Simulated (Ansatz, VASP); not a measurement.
# TiPt (Pt-Ti stack, (111) layers) in two plane-wave programs, part 2 of 2

Aim: how closely do two programs agree when they are given the same cell, functional and k mesh? Of the first pair: The structure shown is the start of the Ansatz relaxation below; VASP solves that cell, so the two are compared at the walk's first step.

VASP 6.6.1 and Ansatz 0.2.0.

So far. Step 4 (Comparison): The forces differ by 1.6 meV/Å r.m.s., which is 0.1 % of the r.m.s. force of 1.098 eV/Å (both taken over all components). Where the cell holds vacuum, a pressure given here is an average over it and none of the material. Step 5 (Ansatz: relaxation, PBEsol): This is the run of step 2 again, met here at its other cell.

### Step 6. VASP: single point, PBEsol, relaxed cell, pair 2

Level of this step: PBEsol; plane waves and PAW (Pt, Ti_sv) (VASP).

The same cell, functional, mesh and smearing now go to VASP, with its own data sets.

Input file INCAR:

```
SYSTEM = TiPt
PREC = Accurate
ENCUT = 400
EDIFF = 1E-06
NELM = 120
ISMEAR = 0
SIGMA = 0.1
LREAL = .FALSE.
ALGO = Normal
GGA = PS
NBANDS = 17
LASPH = .TRUE.
LORBIT = 11
LWAVE = .FALSE.
LCHARG = .FALSE.
ISIF = 2
LDIPOL = .TRUE.
IDIPOL = 3
DIPOL = 0.5 0.5 0.234
LVHAR = .TRUE.
GGA_COMPAT = .FALSE.
NELMDL = -8
```

Input file POSCAR:

```
TiPt
1.0
    2.7417256113      0.0000027080      0.0000000000
   -1.3708651509      2.3744026755      0.0000000000
    0.0000000000      0.0000000000     28.5726751719
Pt Ti
1 1
Direct
    0.0000000000      0.0000000000      0.1968745625
    0.3333333333      0.6666666667      0.2716268963
```

Input file KPOINTS:

```
Automatic mesh
0
Gamma
9 9 1
0 0 0
```

Potentials, in the order of the species: Pt and Ti_sv (PBE family, release 64).

Command:

```console
> mpirun -np 1 vasp_std
```

Numbers of over 12 decimals in the logs are rounded to 6 here.

Output:

```text
[banner, memory and clock lines left out]
running    1 mpi-ranks, on    1 nodes
[...]
[... a notice as in an earlier step ...]

 LDA part: xc-table for (Slater+PW92), standard interpolation
 POSCAR, INCAR and KPOINTS ok, starting setup
[...]
entering main loop
       N       E                     dE             d eps       ncg     rms          rms(c)
DAV:   1     0.129530274840E+03    0.12953E+03   -0.96720E+03   505   0.857E+02
DAV:   2    -0.157806080495E+01   -0.13111E+03   -0.12716E+03   571   0.240E+02
DAV:   3    -0.157937875448E+02   -0.14216E+02   -0.13896E+02   713   0.670E+01
DAV:   4    -0.163725272112E+02   -0.57874E+00   -0.57603E+00   475   0.135E+01
[...]
DAV:  29    -0.146300110174E+02   -0.21188E-05   -0.84206E-08   303   0.894E-04    0.171E-04
DAV:  30    -0.146300121666E+02   -0.11493E-05   -0.42434E-08   278   0.503E-04    0.135E-04
DAV:  31    -0.146300124860E+02   -0.31942E-06   -0.93865E-09   228   0.350E-04
   1 F= -.14630012E+02 E0= -.14612470E+02  d E =-.350847E-01
```

OUTCAR, selected parts (step 6):

```text
  Total       -0.1287114     -0.1287114     -0.0975333      0.0000000     -0.0000000      0.0000000
  in kB       -1.1086594     -1.1086594     -0.8401058      0.0000000     -0.0000000      0.0000000
  external PRESSURE =      -1.0191415 kB  Pullay stress =       0.0000000 kB

 POSITION                                       TOTAL-FORCE (eV/Angst)
 -----------------------------------------------------------------------------------
      0.00000      0.00000      5.62523        -0.000000     -0.000000     -0.006289
     -0.00000      1.58294      7.76111         0.000000      0.000000      0.006289
 -----------------------------------------------------------------------------------
    total drift:                                0.000000     -0.000000      0.000127

  FREE ENERGIE OF THE ION-ELECTRON SYSTEM (eV)
  ---------------------------------------------------
  free  energy   TOTEN  =       -14.6300124860 eV

  energy  without entropy=      -14.5949278072  energy(sigma->0) =      -14.61247015

[... 1 part as in an earlier step ...]

[... 2 further parts left out ...]
[key lines of the parts left out:]
E-fermi :  -2.0172
```

The run ends at a pressure of -0.10 GPa, with forces up to 0.0063 eV/Å.

### Step 7. Comparison

What differs besides the data sets and the points named for the pairs above, as far as they apply: the data sets hold 30 valence electrons in Ansatz (on its PAW soft_1 files) and 22 in VASP. Total energies have different zeros and are not compared.

The largest component of a force difference here is 9 meV/Å. Where the cell holds vacuum, a pressure given here is an average over it and none of the material.

### Step 8. Ansatz: relaxation, PBEsol

This run makes the geometry at which the two programs are then compared.

The structure compared here is the end of the Ansatz relaxation.

Input file input.yaml:

```yaml
crystal:
  lattice:
    - [2.7417256113, 2.708e-06, 0.0]
    - [-1.3708651509, 2.3744026755, 0.0]
    - [0.0, 0.0, 28.5726751719]
  atoms:
    - { symbol: Pt, position: [0.0, 0.0, 0.1968745625] }
    - { symbol: Ti, position: [0.3333333333, 0.6666666667, 0.2716268963] }
  periodic: [true, true, false]
kpoints:
  mp_grid: { grid: [12, 12, 1] }
hamiltonian:
  xc: pbesol
  pseudopotentials: { kind: paw, azcp: { folder: soft_1 }, xc_functional: pbe }
scf:
  occupations: { method: gaussian, width: 0.1 }
output:
  forces: true
  stress: true
  eigenvalues: true
  write_density: true
  write_potential: true
  elf: true
  volumetric_format: npy
relax:
  adjacent_minimum: "off"
  f_tol: 0.005
  max_steps: 80
  cell: { stress_2d_tol: 0.02 }
```

Command:

```console
> ansatz run input.yaml --threads 4 --pin off --max-ram 12288MiB --backend cpu --events-out ev --progress --plain --runs-dir out
```

Output:

```text
[...]
Crystal: 2 atoms, lattice volume = 186.007 Å³
Basis set: ecut = 420 eV, 3641 PW (Γ), exchange–correlation on 40×40×384 points (8 copies of the dense FFT grid, shifted against one another)
Bands: 19, of which v1, the nominal top of the filled ones, is band 15 counted from 1 (14 counted from 0)
Symmetry: 6 space group operations
[...]
k-points: 19 of 144 (time reversal used)
[...]
k-point 18: bands = [... 11 lower, -8.2640, -8.0684, -4.4383, -4.4205, -3.7142, -3.4223, -2.1353, 0.8362]
--- Relaxed structure (4 steps of the walk, 3 accepted, 1 SCFs on fresh bases) ---
[...]
cell:  # Å, volume = 186.3371 Å³
    - [2.744157, 2.710432025593895e-6, 0]
    - [-1.372081, 2.376508, 0]
    - [0, 0, 28.5726751719]
  atoms:
    - { symbol: Pt, position: [0, -3.7018783219495256e-17, 0.196926] }
    - { symbol: Ti, position: [0.333333, 0.666667, 0.271576] }
[key lines of the parts left out:]
SCF converged after 9 iterations
Free energy (F): -14858.593008 eV
Fermi energy:    -4.512564 eV
P = ½ c Tr σ = -0.0007 N/m
```

### Step 9. VASP: single point, PBEsol, relaxed cell, pair 3

The same cell, functional, mesh and smearing now go to VASP, with its own data sets.

INCAR is that of step 6.

Input file POSCAR:

```
TiPt
1.0
    2.7441567966      0.0000027104      0.0000000000
   -1.3720807456      2.3765081426      0.0000000000
    0.0000000000      0.0000000000     28.5726751719
Pt Ti
1 1
Direct
    0.0000000000      0.0000000000      0.1969255316
    0.3333333333      0.6666666667      0.2715759272
```

Input file KPOINTS:

```
Automatic mesh
0
Gamma
12 12 1
0 0 0
```

Command:

```console
> mpirun -np 1 vasp_std
```

Output:

```text
[... set-up lines as in an earlier step ...]
 entering main loop
       N       E                     dE             d eps       ncg     rms          rms(c)
DAV:   1     0.130190069511E+03    0.13019E+03   -0.97513E+03   806   0.863E+02
DAV:   2    -0.194314447141E+01   -0.13213E+03   -0.12870E+03   914   0.240E+02
DAV:   3    -0.158311640010E+02   -0.13888E+02   -0.13721E+02  1104   0.681E+01
DAV:   4    -0.163591271344E+02   -0.52796E+00   -0.52717E+00   793   0.129E+01
[...]
DAV:  28    -0.146126419979E+02   -0.24078E-05   -0.12969E-07   475   0.129E-03    0.351E-04
DAV:  29    -0.146126431279E+02   -0.11300E-05   -0.47729E-08   491   0.581E-04    0.292E-04
DAV:  30    -0.146126433525E+02   -0.22462E-06   -0.68109E-09   353   0.330E-04
   1 F= -.14612643E+02 E0= -.14597154E+02  d E =-.309795E-01
```

Parts of OUTCAR (step 9):

```text
  Total       -0.1287716     -0.1287716     -0.0925213      0.0000000     -0.0000000     -0.0000000
  in kB       -1.1072132     -1.1072132     -0.7955238      0.0000000     -0.0000000     -0.0000000
  external PRESSURE =      -1.0033167 kB  Pullay stress =       0.0000000 kB

 POSITION                                       TOTAL-FORCE (eV/Angst)
 -----------------------------------------------------------------------------------
      0.00000      0.00000      5.62669        -0.000000     -0.000000     -0.008604
     -0.00000      1.58434      7.75965         0.000000      0.000000      0.008604
 -----------------------------------------------------------------------------------
    total drift:                                0.000000     -0.000000      0.000251

  FREE ENERGIE OF THE ION-ELECTRON SYSTEM (eV)
  ---------------------------------------------------
  free  energy   TOTEN  =       -14.6126433525 eV

  energy  without entropy=      -14.5816638938  energy(sigma->0) =      -14.59715362

[... 3 further parts left out ...]
[key lines of the parts left out:]
E-fermi :  -1.9884
```

The run ends at a pressure of -0.10 GPa, with forces up to 0.0086 eV/Å.

### Step 10. Differences

What differs besides the data sets and the points named for the pairs above, as far as they apply: the data sets hold 30 valence electrons in Ansatz (on its PAW soft_1 files) and 22 in VASP. Total energies have different zeros and are not compared.

The largest component of a force difference here is 9 meV/Å. Where the cell holds vacuum, a pressure given here is an average over it and none of the material.

### Step 11. What came out

| Quantity | Value |
| --- | --- |
| r.m.s. force difference (single point, PBEsol, start cell, pair 1) | 0.15 % of the r.m.s. force |
| r.m.s. force difference (single point, PBEsol, relaxed cell, pair 2) | 5.3 meV/Å |
| r.m.s. force difference (single point, PBEsol, relaxed cell, pair 3) | 5.0 meV/Å |

The r.m.s. force difference is 5.3 meV/Å (single point, PBEsol, relaxed cell, pair 2), within the 12 meV/Å picked in this series as the mark of a large difference. The data sets hold unlike numbers of valence electrons (30 in Ansatz and 22 in VASP), so part of the differences may come from the potentials. 2 further pairs of this series are not shown here. How closely two codes agree says nothing of how well the functional describes the real material.

[Lines on the potential files, build, host, timing and source positions are cut from VASP's logs without a mark.]

[Logs are printed without paths, hosts, clocks, repeated set-up lines and the standing remarks that a program may print on its own settings, such as how far it seeks lower states.]

[Hosts, paths, dates, database ids (printed as entryN), source tags and the programs' standing remarks are cut or masked in the printed files.]
